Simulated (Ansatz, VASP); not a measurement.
# Cross-check of Pd between VASP and Ansatz

Aim: how closely do two programs agree when they are given the same cell, functional and k mesh? The cell is taken from a series of runs on this material, whose earlier steps may have relaxed, scaled, displaced or heated it; both programs get it as it stands.

Program: Ansatz 0.2.0. Level of theory: plane waves, with VASP 6.6.1 beside it; PBE with D3(BJ). Results are calculated unless marked as measured.

## 1. Set-up

The structure is cubic, space group Fm-3m (No. 225). The conventional cell has a = 3.890 Å, b = 3.890 Å, c = 3.890 Å, α = 90.00°, β = 90.00°, γ = 90.00°. Pd has 12 Pd at 2.75 Å nearest.

## 2. VASP: relaxation of cell and atoms, PBE with D3(BJ)

The relaxed volume is the usual yardstick between codes: in a stiff, nearly cubic crystal its relative difference is about their pressure difference at one cell divided by the bulk modulus.

Lines of VASP's logs that name or quote its potential files are left out, and so is its time.

INCAR

```
SYSTEM = Pd
PREC = Accurate
ENCUT = 500
EDIFF = 1E-07
NELM = 120
ISMEAR = 1
SIGMA = 0.1
LREAL = .FALSE.
ALGO = Normal
GGA = PE
IVDW = 12
NBANDS = 11
LASPH = .TRUE.
LORBIT = 11
LWAVE = .FALSE.
LCHARG = .FALSE.
ISIF = 3
IBRION = 2
NSW = 80
EDIFFG = -0.005
GGA_COMPAT = .FALSE.
NELMIN = 4
```

POSCAR

```
Pd
1.0
    0.0000000000      1.9450000000      1.9450000000
    1.9450000000      0.0000000000      1.9450000000
    1.9450000000      1.9450000000      0.0000000000
Pd
1
Direct
    0.0000000000      0.0000000000      0.0000000000
```

KPOINTS

```
Automatic mesh
0
Gamma
20 20 20
0 0 0
```

PAW data sets: Pd (PBE family, release 64).

Started as:

```console
$ mpirun -np 1 vasp_std
```

Numbers of over 12 decimals in the logs are rounded to 6 here.

The log of the run:

```text
[banner, memory and clock lines left out]
running    1 mpi-ranks, on    1 nodes
 distrk:  each k-point on    1 cores,    1 groups
 distr:  one band on    1 cores,    1 groups

 POSCAR found type information on POSCAR Pd
 POSCAR found :  1 types and       1 ions
 LDA part: xc-table for (Slater+PW92), standard interpolation
 POSCAR, INCAR and KPOINTS ok, starting setup
 FFT: planning ... GRIDC
 FFT: planning ... GRID_SOFT
 FFT: planning ... GRID
 WAVECAR not read
 entering main loop
       N       E                     dE             d eps       ncg     rms          rms(c)
DAV:   1     0.416282554692E+02    0.41628E+02   -0.50293E+03  5680   0.825E+02
DAV:   2    -0.491713016715E+01   -0.46545E+02   -0.44871E+02  6322   0.180E+02
DAV:   3    -0.548524852636E+01   -0.56812E+00   -0.56625E+00  6804   0.212E+01
DAV:   4    -0.548782745735E+01   -0.25789E-02   -0.25786E-02  6771   0.150E+00
DAV:   5    -0.548785498749E+01   -0.27530E-04   -0.27528E-04  7312   0.141E-01    0.780E+00
DAV:   6    -0.521629097151E+01    0.27156E+00   -0.10861E+00  6931   0.852E+00    0.382E+00
DAV:   7    -0.520581741167E+01    0.10474E-01   -0.24989E-02  7447   0.105E+00    0.197E+00
DAV:   8    -0.520209995273E+01    0.37175E-02   -0.14781E-03  7005   0.342E-01    0.979E-02
DAV:   9    -0.520207113673E+01    0.28816E-04   -0.18030E-04  7216   0.113E-01    0.278E-02
DAV:  10    -0.520207596894E+01   -0.48322E-05   -0.11386E-05  7034   0.298E-02    0.943E-03
DAV:  11    -0.520207509035E+01    0.87859E-06   -0.19549E-07  7212   0.450E-03    0.499E-04
DAV:  12    -0.520207511640E+01   -0.26050E-07   -0.33532E-09  4736   0.456E-04
   1 F= -.58717870E+01 E0= -.58717374E+01  d E =-.587179E+01
 curvature:   0.00 expect dE= 0.000E+00 dE for cont linesearch  0.000E+00
 trial: gam= 0.00000 g(F)=  0.000E+00 g(S)=  0.325E-03 ort = 0.000E+00 (trialstep = 0.100E+01)
 search vector abs. value=  0.325E-03
 bond charge predicted
       N       E                     dE             d eps       ncg     rms          rms(c)
DAV:   1    -0.520310051348E+01   -0.10254E-02   -0.10631E-01  6346   0.318E+00    0.523E-01
DAV:   2    -0.519719032817E+01    0.59102E-02   -0.26840E-02  6874   0.129E+00    0.127E-01
DAV:   3    -0.519717178841E+01    0.18540E-04   -0.19209E-04  7448   0.905E-02    0.779E-02
DAV:   4    -0.519718895968E+01   -0.17171E-04   -0.65860E-05  6844   0.617E-02    0.615E-03
DAV:   5    -0.519718878728E+01    0.17240E-06   -0.92399E-07  6941   0.792E-03    0.274E-03
DAV:   6    -0.519718881512E+01   -0.27839E-07   -0.86072E-08  6935   0.270E-03
   2 F= -.58717046E+01 E0= -.58716778E+01  d E =0.824763E-04
 trial-energy change:    0.000082  1 .order    0.000094   -0.000325    0.000513
 step:   0.4079(harm=  0.3874)  dis= 0.00000  next Energy=    -5.871854 (dE=-0.670E-04)
 bond charge predicted
       N       E                     dE             d eps       ncg     rms          rms(c)
DAV:   1    -0.520228705956E+01   -0.50983E-02   -0.37478E-02  6397   0.188E+00    0.310E-01
DAV:   2    -0.520020272448E+01    0.20843E-02   -0.97099E-03  6547   0.769E-01    0.808E-02
DAV:   3    -0.520019022545E+01    0.12499E-04   -0.44467E-05  7299   0.464E-02    0.493E-02
DAV:   4    -0.520018773629E+01    0.24892E-05   -0.22344E-05  6780   0.342E-02    0.299E-03
DAV:   5    -0.520018791217E+01   -0.17588E-06   -0.20005E-07  6965   0.354E-03    0.170E-03
DAV:   6    -0.520018805612E+01   -0.14395E-06   -0.25889E-08  5930   0.142E-03    0.138E-04
DAV:   7    -0.520018806054E+01   -0.44191E-08   -0.78072E-10  4220   0.229E-04
   3 F= -.58718540E+01 E0= -.58718138E+01  d E =-.669441E-04
 curvature:  -0.19 expect dE=-0.809E-07 dE for cont linesearch -0.809E-07
 trial: gam= 0.00000 g(F)=  0.306E-62 g(S)=  0.418E-06 ort =-0.117E-04 (trialstep = 0.882E+00)
 search vector abs. value=  0.419E-06
 reached required accuracy - stopping structural energy minimisation
```

From OUTCAR (step 2):

```text
ion  position               nearest neighbor table
   1  0.000  0.000  0.000-

  LATTYP: Found a face centered cubic cell.
 ALAT       =     3.8900000000

 Subroutine GETGRP returns: Found 48 space group operations
 (whereof 48 operations were pure point group operations)

The static configuration has the point symmetry O_h .

 Found    256 irreducible k-points:

   k-points           NKPTS =    256   k-points in BZ     NKDIM =    256   number of bands    NBANDS=     11

   dimension x,y,z NGX =    20 NGY =   20 NGZ =   20
   dimension x,y,z NGXF=    40 NGYF=   40 NGZF=   40

   ENCUT  =  500.0 eV  36.75 Ry    6.06 a.u.   5.02  5.02  5.02*2*pi/ulx,y,z

   NELECT =      10.0000    total number of electrons

 k-points in reciprocal lattice and weights: Automatic mesh
   0.00000000  0.00000000  0.00000000       0.000
   0.05000000  0.00000000  0.00000000       0.001
   0.10000000  0.00000000  0.00000000       0.001
   0.15000000  0.00000000  0.00000000       0.001
   0.20000000  0.00000000  0.00000000       0.001
   0.25000000  0.00000000  0.00000000       0.001
   0.30000000  0.00000000  0.00000000       0.001
   0.35000000  0.00000000  0.00000000       0.001
   0.40000000  0.00000000  0.00000000       0.001
[...]
-0.30000000  0.50000000  0.20000000       0.002
  -0.25000000  0.50000000  0.25000000       0.001

 Edisp (eV)   -0.67452

 average (electrostatic) potential at core
       1 -70.4518

 E-fermi :   9.8394

 k-point     1 :       0.0000    0.0000    0.0000
  band No.  band energies     occupation
    ...
      2       6.9980      2.00000
      3       6.9980      2.00000
      4       6.9980      2.00000
      5       8.6230      2.00000
      6       8.6230      2.00000
      7      27.0640      0.00000
      8      31.8734      0.00000
      9      31.8734      0.00000
     10      31.8734      0.00000
     11      36.0515      0.00000

 k-point     2 :       0.0500    0.0000    0.0000
  band No.  band energies     occupation
    ...
      2       6.9649      2.00000
      3       7.0302      2.00000
      4       7.0302      2.00000
      5       8.6071      2.00000
      6       8.6071      2.00000
      7      27.1639      0.00000
      8      31.2411      0.00000
      9      31.9798      0.00000
     10      31.9798      0.00000
     11      36.0900      0.00000

 k-point     3 :       0.1000    0.0000    0.0000
  band No.  band energies     occupation
    ...
      2       6.8789      2.00000
      3       7.1169      2.00000
      4       7.1169      2.00000
      5       8.5710      2.00000
      6       8.5710      2.00000
      7      27.4071      0.00000
      8      29.8966      0.00000
      9      32.2855      0.00000
     10      32.2855      0.00000
     11      36.1160      0.00000

 Edisp (eV)   -0.67167

  Total       0.00170     0.00170     0.00170     0.00000    -0.00000    -0.00000
  in kB       0.18564     0.18564     0.18564     0.00000    -0.00000    -0.00000
  external pressure =        0.19 kB  Pullay stress =        0.00 kB

  energy-cutoff  :      500.00
  volume of cell :       14.67
      direct lattice vectors                 reciprocal lattice vectors
     0.000000000  1.943187631  1.943187631    -0.257309172  0.257309172  0.257309172
     1.943187631 -0.000000000  1.943187631     0.257309172 -0.257309172  0.257309172
     1.943187631  1.943187631 -0.000000000     0.257309172  0.257309172 -0.257309172

 POSITION                                       TOTAL-FORCE (eV/Angst)
 -----------------------------------------------------------------------------------
      0.00000      0.00000      0.00000         0.000000      0.000000      0.000000
 -----------------------------------------------------------------------------------
    total drift:                               -0.000000     -0.000000     -0.000000

  FREE ENERGIE OF THE ION-ELECTRON SYSTEM (eV)
  ---------------------------------------------------
  free  energy   TOTEN  =        -5.8718539721 eV

  energy  without entropy=       -5.8717335338  energy(sigma->0) =       -5.87181383

 reached required accuracy - stopping structural energy minimisation

 total charge
# of ion       s       p       d       tot
------------------------------------------
    1        0.495   0.484   8.472   9.451

[... 3 further parts left out ...]
```

CONTCAR:

```
Pd
   1.00000000000000
     0.0000000000000000    1.9431876311758045    1.9431876311758045
     1.9431876311758045   -0.0000000000000000    1.9431876311758045
     1.9431876311758045    1.9431876311758045   -0.0000000000000000
  Pd
     1
Direct
     0.0000000000000000    0.0000000000000000    0.0000000000000000
```

Dispersion corrections of this kind ignore metallic screening and tend to overbind metals. The run keeps the 48 symmetry operations of its start, so it cannot find a distortion of lower symmetry.

## 3. Ansatz: relaxation of cell and atoms, PBE with D3(BJ)

Ansatz runs on its default PAW (the set named soft_2) files.

The same cell, functional, mesh and smearing now go to Ansatz, which takes its cutoff from its data sets.

input.yaml

```yaml
crystal:
  lattice:
    - [0.0, 1.945, 1.945]
    - [1.945, 0.0, 1.945]
    - [1.945, 1.945, 0.0]
  atoms:
    - { symbol: Pd, position: [0.0, 0.0, 0.0] }
hamiltonian:
  xc: pbe
  dispersion: d3bj
kpoints:
  mp_grid: { grid: [20, 20, 20] }
scf:
  occupations: { method: methfessel_paxton, width: 0.1 }
  convergence: { dr2_threshold: 1.0e-09 }
relax:
  cell: {}
  f_tol: 0.005
```

Started as:

```console
$ ansatz run input.yaml --threads 2 --pin off --max-ram 4096MiB --backend cpu --events-out ev --progress --plain --runs-dir out
```

The log of the run:

```text
Warning: relax.cell: scf.convergence.dr2_threshold = 1e-9 eV is looser than the 1e-10 eV advised for a relaxation that steers and ends on the stress (1e-10 eV for each atom of the cell: 1). What an SCF threshold leaves in a stress goes as its square root, and in the free energy as the threshold itself, and one threshold admits the most on a small cell: [figures from the program's tests cut] Set scf.convergence.dr2_threshold to 1e-10 eV or tighter. The threshold is an SCF's pass mark: one that does not reach it within its budget of iterations ends unconverged, or closes short of it on a stop that the run arms, and scf.convergence.dr2_threshold's page says what that costs each kind of run
Engine: ansatz 0.2.0, aarch64-unknown-linux-gnu
Pseudopotentials: kind: paw
Pseudopotential: Pd, paw, valence charge 18, recommended cutoff 420 eV (normal), Pd.paw.azcp
Functional definition: PBE
  parameter kappa = 0.804
  parameter beta = 0.066725
  exchange = pbe_x(kappa = kappa, mu = beta*pi^2/3)
  correlation = pbe_c(beta = beta)
Crystal: 1 atoms, lattice volume = 14.716 Å³
Basis set: ecut = 420 eV, 283 PW (Γ), exchange–correlation on 40×40×40 points (8 copies of the dense FFT grid, shifted against one another)
Bands: 13, of which v1, the nominal top of the filled ones, is band 9 counted from 1 (8 counted from 0)
Symmetry: 48 space group operations
Space group: Fm-3m (ITA 225), of the structure as read, at distance tolerance 2.5e-5 Å
k-points: 256 of 8000
Non-local potential: Pd, projectors of the file, l = 0: 2, l = 1: 2, l = 2: 2, l = 3: 1
PAW form: soft (Blöchl's): semilocal exchange-correlation on the pseudo side does not see the compensation charge
PAW one-centre angular grid: Pd, 590 points (default); XC on 64 Gauss nodes
Initial density: superposition of atomic densities (neutral atoms: chi_scale 0, normalization atom), corrected by the library's trained network
Initial wavefunctions: pseudopotential atomic-orbital guess
Functional: x = pbe(κ = 0.804, μ = 0.219515), c = pbe(β = 0.066725)
SCF iter   1: F=—  HF=-6973.503107 eV  |F-HF|=—  |Δ(HF+E_count)|=         —  Δρ=4.76e-3  dr2=1.13e-3  ethr=1.77e-3  ⟨swp⟩=5.0  Hψ=19258  notcnv=0
preconditioner: auto → none  [metal: Δε(μ)=0.005 eV  Ē_g=14.263 eV  σ=0.100 eV  W_gap=0.04  n_scr=8 (ndim 8)  ℏωp=30.6 eV  f_vac=0.000  D(μ)=2.68/eV (n_scr^D=58)  sad-step TF]
SCF iter   2: F=—  HF=-6973.502950 eV  |F-HF|=—  |Δ(HF+E_count)|=   1.57e-4  S|Δr|=    0.00e0  Δρ=2.36e-3  dr2=1.80e-4  ethr=6.29e-6  ⟨swp⟩=1.1  Hψ=5425  notcnv=0
SCF iter   3: F=—  HF=-6973.503041 eV  |F-HF|=—  |Δ(HF+E_count)|=   9.08e-5  S|Δr|=    0.00e0  Δρ=6.04e-4  dr2=4.02e-5  ethr=9.99e-7  ⟨swp⟩=1.0  Hψ=3328  notcnv=0
SCF iter   4: F=—  HF=-6973.503037 eV  |F-HF|=—  |Δ(HF+E_count)|=   4.50e-6  S|Δr|=    0.00e0  Δρ=9.23e-5  dr2=4.07e-7  ethr=2.24e-7  ⟨swp⟩=2.0  Hψ=4446  notcnv=0
SCF iter   5: F=—  HF=-6973.503034 eV  |F-HF|=—  |Δ(HF+E_count)|=   2.93e-6  S|Δr|=    0.00e0  Δρ=2.21e-5  dr2=3.18e-8  ethr=2.26e-9  ⟨swp⟩=2.8  Hψ=5889  notcnv=0
SCF iter   6: F=—  HF=-6973.503034 eV  |F-HF|=—  |Δ(HF+E_count)|=   7.27e-9  S|Δr|=    0.00e0  Δρ=5.91e-6  dr2=2.65e-9  ethr=1.77e-10  ⟨swp⟩=1.0  Hψ=3328  notcnv=0
SCF iter   7: F=-6973.503034 eV  HF=-6973.503034 eV  |F-HF|=9.09e-13  |Δ(HF+E_count)|=  6.30e-10  S|Δr|=    0.00e0  Δρ=1.36e-7  dr2=1.22e-12  ethr=5.56e-12  ⟨swp⟩=4.0  Hψ=9708  notcnv=0
SCF 1 converged in 7 iterations: F = -6973.503034 eV  dr2 = 1.22e-12
  greatest PAW one-centre occupation: 0.999 electrons in one spin orbital (limit 2), on the Pd atom at site 0 (counted from 0), in its partial waves of l = 0
relax step   1: F+E_penalty+E_count = -6973.50303370 eV  Δ(F+E_penalty+E_count) = +0.000e0 eV  max|allowed force component| = 0.000e0 eV/Å  Δτ_max = 0.0000 Å  P = -0.221 GPa  Ω = 14.716 Å³  (7 SCF iters, accepted)
[...]
relax step   2: F+E_penalty+E_count = -6973.50305186 eV  Δ(F+E_penalty+E_count) = -1.816e-5 eV  max|allowed force component| = 0.000e0 eV/Å  Δτ_max = 0.0000 Å  P = +0.156 GPa  Ω = 14.687 Å³  energy of the carried Pulay correction = +1.224e-5 eV  (5 SCF iters, accepted)
[...]
relax step   3: F+E_penalty+E_count = -6973.50305253 eV  Δ(F+E_penalty+E_count) = -6.635e-7 eV  max|allowed force component| = 0.000e0 eV/Å  Δτ_max = 0.0000 Å  P = -0.000 GPa  Ω = 14.699 Å³  energy of the carried Pulay correction = +7.187e-6 eV  (5 SCF iters, accepted)
[...]
relax step   4: F+E_penalty+E_count = -6973.50304686 eV  Δ(F+E_penalty+E_count) = +5.665e-6 eV  max|allowed force component| = 0.000e0 eV/Å  Δτ_max = 0.0000 Å  P = +0.000 GPa  Ω = 14.699 Å³  stress off target by 2.40e-5 GPa  SCF on the basis re-selected at this cell (its energy is not comparable with the rows above)  (2 SCF iters)
basis re-selected at this cell: Δ(F+E_penalty+E_count) = +5.665e-6 eV, ΔP = +0.000 GPa vs the last step (what re-selecting the basis moved, of the pressure what is left beyond the Pulay correction that the steps carried, after the strain that the cell walked since its last selection, with what the two solves' SCF thresholds leave and, on support functions, any second-order correction that the steps lacked; it is no measure of the basis error at this ecutwfc). This SCF's stress stands 2.40e-5 GPa from its target on what of the cell is left free (relax.cell.stress_tol is 5.00e-2 GPa) and its largest allowed force component is 0.00e0 eV/Å (relax.f_tol is 5.00e-3 eV/Å): [rest of the remark cut]
SCF converged after 2 iterations
Stability not checked: this state was not tested for a lower state beside it, because cold or Methfessel-Paxton smearing, or corrected tetrahedra, fill the levels in a way that the test cannot read (fill_not_monotonic; see scf.lower_state_search)
Free energy (F): -6973.503047 eV
Harris-Foulkes:  -6973.503047 eV  (|F-HF|=9.09e-12)
Internal energy: -6973.502956 eV  (E = F + TS)
E sigma→0 (E₀):  -6973.503024 eV
Entropy (-TS):   -0.000091 eV (-0.091 meV/atom)
Fermi energy:    19.882836 eV
--- Per-component energies (eV) ---
  E_band       = -135.148584
  E_kinetic    = 514.056629
  E_local      = -1743.756309  (includes V_loc(G=0)·N_el)
  E_nonlocal   = 217.052883
  E_hartree    = 709.414404
  E_xc         = -168.939995
  E_vxc        = -211.992994  (∫ρ·V_xc dr)
  E_paw        = -3750.175694  (= ΣΔE_a)
  E_vpaw       = -329.338121  (= ΣTr[D̂ρ^β])
  E_aug_tail   = 0.000231  (compensation charges beyond the density's cutoff)
  E_ewald      = -2750.484423
  E_disp       = -0.670683  (pairwise vdW)
  E_smearing   = -0.000091  (= −TS)
  E_closure    = 0.000000  (closes the sum)
  Σ components = -6973.503047   (vs F -6973.503047, Δ=0.00e0)
--- Forces (eV/Å), atoms counted from 1 ---
  atom   1  Pd     0.00000000    -0.00000000     0.00000000
  max |Σ_I F_I| component: 5.59e-31 eV/Å
--- Stress (GPa, compression-positive) ---
        0.000024      -0.000000      -0.000000
       -0.000000       0.000024      -0.000000
       -0.000000      -0.000000       0.000024
  P = ⅓ Tr σ = 0.0000 GPa (0.000 kbar)
--- Relaxed structure (3 steps of the walk, 3 accepted, 1 SCFs on fresh bases) ---
  F+E_penalty+E_count = -6973.50304686 eV   max|allowed force component| = 0.000e0 eV/Å   (the final SCF, on the basis selected at the relaxed cell)
  cell:  # Å, volume = 14.6991 Å³
    - [0, 1.944258, 1.944258]
    - [1.944258, 0, 1.944258]
    - [1.944258, 1.944258, 0]
  atoms:
    - { symbol: Pd, position: [0.0, 0.0, 0.0] }
```

## 4. Comparison

Known differences besides the potentials themselves: the data sets hold 18 valence electrons in Ansatz (on its default PAW (the set named soft_2) files) and 10 in VASP; the cutoff is 420 eV in Ansatz and 500 eV in VASP; Ansatz adds a Pulay correction to the stress that steers its cell, VASP none. Total energies have different zeros and are not compared.

Both answers:

```
                                         quantity  Ansatz   VASP  difference
                                      volume (Å³)   14.70  14.67     +0.17 %
edge a after relaxation, in the typed setting (Å)   2.750  2.748     +0.05 %
```

## 5. Summary of results

```
difference in volume (relaxation of cell and atoms, PBE with D3(BJ)) : 0.17 %
```

**Reading.** The difference in volume is 0.17 % (relaxation of cell and atoms, PBE with D3(BJ)), within the 1.2 % picked in this series as the mark of a large difference, as far as the stopping tolerances let one tell. The data sets hold unlike numbers of valence electrons (18 in Ansatz and 10 in VASP), so part of the differences may come from the potentials. Such differences can come from data sets, numerical settings and the points named under the comparisons, not from the functional's error against experiment.

[Lines on the potential files, build, host, timing and source positions are cut from VASP's logs without a mark.]

[Logs are printed without paths, hosts, clocks, repeated set-up lines and the standing remarks that a program may print on its own settings, such as how far it seeks lower states.]

[Hosts, paths, dates, database ids (printed as entryN), source tags and the programs' standing remarks are cut or masked in the printed files.]
